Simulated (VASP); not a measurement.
VASP runs on BaO (space group Fm-3m) share one base input (PBE GGA, plane waves, VASP's PBE PAW potentials (set 64)) and change the settings named in each case.

**INCAR**
```
LCHARG = .FALSE.
ISIF = 2   # forces and stress, cell fixed
GGA = PE   # PBE
EDIFF = 1E-6
LREAL = .FALSE.   # projection in real space or not
PREC = Accurate
LASPH = .TRUE.   # aspherical one-centre terms
SYSTEM = BaO
NELM = 100
ALGO = Normal
ISMEAR = 0   # Gaussian
SIGMA = 0.01   # width (eV)
LMAXMIX = 4
ENCUT = 400
LWAVE = .FALSE.
```

POSCAR:
```
BaO
4.0152660
  0.0000000000   0.7071068268   0.7071068268
  0.7071068268   0.0000000000   0.7071068268
  0.7071068268   0.7071068268   0.0000000000
Ba O
1 1
Direct
  0.0000000000   0.0000000000   0.0000000000
  0.5000000000   0.5000000000   0.5000000000
```

### KPOINTS
```
Automatic mesh
0
Gamma
7 7 7
0 0 0
```

POTCAR, in this order: Ba_sv O (PBE.64 set). Program: vasp_std.

```
change                           E(σ→0) (eV/atom)  pressure (GPa)
-------------------------------  ----------------  --------------
base run                                  -5.9076           -4.36
KPOINTS 1×1×1 Γ-centred mesh              -2.7226           23.84
KPOINTS 2×2×2 Γ-centred mesh              -5.8558           -4.37
KPOINTS 3×3×3 Γ-centred mesh              -5.8976           -4.35
KPOINTS 4×4×4 Γ-centred mesh              -5.9071           -4.30
KPOINTS 5×5×5 Γ-centred mesh              -5.9070           -4.37
KPOINTS 6×6×6 Γ-centred mesh              -5.9075           -4.36
KPOINTS 8×8×8 Γ-centred mesh              -5.9077           -4.35
KPOINTS 10×10×10 Γ-centred mesh           -5.9077           -4.35
KPOINTS 11×11×11 Γ-centred mesh           -5.9074           -4.37
KPOINTS 13×13×13 Γ-centred mesh           -5.9076           -4.36
KPOINTS 16×16×16 Γ-centred mesh           -5.9077           -4.36
KPOINTS 20×20×20 Γ-centred mesh           -5.9077           -4.36
```
 Energies of different potentials or functionals have different zeros.  Unless said otherwise, spin-orbit coupling is left out, though it shifts the bands of the heavy elements here. At 400 eV the pressure can carry a Pulay error.

Left out are runs that ran out of time, are held back, or changed the cell or the kind of run, fixed moments of cells without a moment, rows past the twelfth, gaps on odd meshes, pressures of charged cells and columns that move by less than the noise.

The structure comes from a computed database's BaO entry; how it stands against other phases isn't given here. The cell was not relaxed at this level, its lattice was scaled by up to 2.5 %.
